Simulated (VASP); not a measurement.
VASP runs on LiH (rock salt) share one base input (PBE GGA, plane waves, VASP's PBE PAW potentials (set 64)) and change the settings named in each case.

POSCAR:
```
LiH
1
    0.0000000000     2.0400000000     2.0400000000
    2.0400000000     0.0000000000     2.0400000000
    2.0400000000     2.0400000000     0.0000000000
Li H
1 1
Direct
  0.0000000000   0.0000000000   0.0000000000
  0.5000000000   0.5000000000   0.5000000000
```

**KPOINTS**
```
Automatic mesh
0
Gamma
10 10 10
0 0 0
```

**INCAR**
```
ALGO = Normal
EDIFF = 1E-6
ENCUT = 520
GGA = PE
ISIF = 2
ISMEAR = 0
LASPH = .True.
LCHARG = .False.
LREAL = .False.
LWAVE = .False.
NELM = 100
PREC = Accurate
SIGMA = 0.05
SYSTEM = LiH
```

POTCAR, in this order: Li_sv H (PBE.64 set). Program: vasp_std.

```tsv
change	E(σ→0) (eV/atom)	pressure (GPa)
base run	-3.0609	-2.01
POTCAR Li_sv H_s (PBE.64 set)	-3.0612	-1.90
ENCUT = 800, POTCAR Li_sv H_h (PBE.64 set)	-3.0601	-2.09
POTCAR Li H (PBE.64 set)	-3.0539	…
ENCUT = 800	-3.0607	-1.91
```

Problem. Complete the blanks.

Solution. 
- POTCAR Li H (PBE.64 set), pressure (GPa): -1.71

Energies of different potentials or functionals have different zeros.

Left out are runs that ran out of time, are held back, or changed the cell or the kind of run, fixed moments of cells without a moment, rows past the twelfth, gaps on odd meshes, pressures of charged cells and columns that move by less than the noise.

The compound is LiH in the rock salt structure. The cell was not relaxed at this level.
